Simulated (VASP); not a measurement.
OSZICAR of a VASP run on AgSb (relaxed from the rocksalt structure, space group Fm-3m):

File OSZICAR:
```
       N       E                     dE             d eps       ncg     rms          rms(c)
DAV:   1     0.203293214307E+02    0.20329E+02   -0.61625E+03  1136   0.956E+02
DAV:   2    -0.493086908029E+02   -0.69638E+02   -0.64936E+02  1240   0.201E+02
DAV:   3    -0.509044967751E+02   -0.15958E+01   -0.15854E+01  1328   0.339E+01
DAV:   4    -0.509137717002E+02   -0.92749E-02   -0.92736E-02  1280   0.290E+00
DAV:   5    -0.509138950770E+02   -0.12338E-03   -0.12338E-03  1348   0.349E-01    0.613E+00
DAV:   6    -0.466017054194E+02    0.43122E+01   -0.71534E+00  1224   0.360E+01    0.635E+00
DAV:   7    -0.466276619019E+02   -0.25956E-01   -0.47299E-01  1164   0.913E+00    0.312E+00
DAV:   8    -0.466027166840E+02    0.24945E-01   -0.18008E-01  1176   0.444E+00    0.636E-01
DAV:   9    -0.465987814793E+02    0.39352E-02   -0.12647E-01  1192   0.322E+00    0.127E-01
DAV:  10    -0.466340011097E+02   -0.35220E-01   -0.19334E-02  1192   0.121E+00    0.105E-01
DAV:  11    -0.466338493304E+02    0.15178E-03   -0.59900E-03  1252   0.822E-01    0.598E-02
DAV:  12    -0.466350314285E+02   -0.11821E-02   -0.14336E-03  1180   0.404E-01    0.260E-02
DAV:  13    -0.466350903285E+02   -0.58900E-04   -0.94144E-05  1228   0.122E-01    0.101E-02
DAV:  14    -0.466350840214E+02    0.63071E-05   -0.45399E-05  1164   0.895E-02    0.431E-03
DAV:  15    -0.466351055029E+02   -0.21482E-04   -0.14885E-05  1184   0.567E-02    0.367E-03
DAV:  16    -0.466351064735E+02   -0.97058E-06   -0.58219E-07   884   0.912E-03
   1 F= -.46635106E+02 E0= -.46634353E+02  d E =-.466351E+02
       N       E                     dE             d eps       ncg     rms          rms(c)
DAV:   1    -0.466357098896E+02   -0.60439E-03   -0.95003E-03  1208   0.120E+00    0.178E-01
DAV:   2    -0.466351083869E+02    0.60150E-03   -0.25346E-03  1172   0.691E-01    0.652E-02
DAV:   3    -0.466351234298E+02   -0.15043E-04   -0.53213E-05  1168   0.785E-02    0.367E-02
DAV:   4    -0.466350798951E+02    0.43535E-04   -0.13826E-04  1176   0.832E-02    0.897E-03
DAV:   5    -0.466351172905E+02   -0.37395E-04   -0.35351E-05  1168   0.531E-02    0.627E-03
DAV:   6    -0.466351128136E+02    0.44769E-05   -0.28561E-06  1196   0.157E-02    0.482E-03
DAV:   7    -0.466351174125E+02   -0.45989E-05   -0.22834E-06  1168   0.147E-02    0.127E-03
DAV:   8    -0.466351174068E+02    0.56980E-08   -0.27652E-07   608   0.362E-03
   2 F= -.46635117E+02 E0= -.46634363E+02  d E =-.109333E-04
```

Q: Which electronic solver shows in the log?

A: It is blocked Davidson (ALGO = Normal, or the opening steps of other solvers). The INCAR had ALGO = Normal.

Q: Can the final energy be trusted as converged?

A: Self-consistency was reached. It stopped with EDIFF = 1E-6, NELM = 100, NSW = 60 and EDIFFG = -0.01 after 2 ionic steps (r2SCAN meta-GGA, plane waves, VASP's PBE PAW potentials (set 64)).

The structure was generated: AgSb was put into the rocksalt type (Fm-3m), which need not be its known phase. This run relaxes it. Symmetry was kept, so distortions that lower it aren't found. The start is the result of an earlier pass.
